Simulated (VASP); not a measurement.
Energy against volume of GaP (zinc blende). Calculation: revTPSS meta-GGA, VASP's PBE PAW potentials (set 64) (plane waves; VASP). Settings: 520 eV cut-off, 8×8×8 Γ-centred mesh, Gaussian smearing of 0.050 eV, potentials Ga_d P.

```tsv
V (Å³/atom)	E (eV/atom)
19.083	-2.18783
19.692	-2.20422
20.301	-2.20948
20.910	-2.20532
```

Q: Fit these four points and predict the energy of the run at 21.520 Å³/atom.

A: A cubic in V^(−2/3), the third-order Birch-Murnaghan form, passes through the four points with V0 = 20.32 Å³/atom and B0 = 82 GPa, and gives -2.1932 eV/atom there. The run gave -2.1932 eV/atom, +0.0 meV/atom from the fit; all five points give B0 = 82 GPa.

The compound is GaP in the zinc blende structure. It was relaxed first.
